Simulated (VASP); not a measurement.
Here is the system:

```
CELL_PARAMETERS angstrom
      0.00000     2.70202     2.70202
      2.70202     0.00000     2.70202
      2.70202     2.70202     0.00000
ATOMIC_POSITIONS crystal
  Si 0.25000 0.25000 0.25000
  Si 0.75000 0.75000 0.75000
  Ni 0.00000 0.00000 0.00000
```

Method: PBE GGA with D3 dispersion (zero damping), VASP's PBE PAW potentials (set 64) (plane waves; VASP). Settings: 520 eV cut-off, Gaussian smearing of 0.050 eV, potentials Si Ni.

### Question
Give the energies of bands 2 to 12 at the high-symmetry points, in eV from the Fermi level.

### Answer

```
band      Γ      X      U       L      W
----  -----  -----  -----  ------  -----
2     -5.23  -8.06  -8.90  -10.04  -8.94
3     -5.23  -7.33  -7.45   -4.80  -7.08
4     -5.23  -4.54  -4.99   -4.80  -6.75
5     -3.54  -4.54  -4.43   -3.73  -3.75
6     -3.54  -3.62  -3.82   -3.35  -3.75
7     -0.30  -3.62  -3.44   -3.35  -3.62
8      1.68  -3.46  -2.94   -1.46  -3.20
9      1.68  -3.13  -2.65   -1.46  -2.46
10     1.68  -0.44   0.18    1.78   2.20
11     2.27   1.40   3.65    1.79   2.20
12     2.27   7.72   4.67    1.79   4.66
```

It has no gap at this level: it comes out as a metal or semimetal.

The compound is NiSi2 in the fluorite structure. It was relaxed first. The run is not spin-polarised, so no magnetic state was tried.
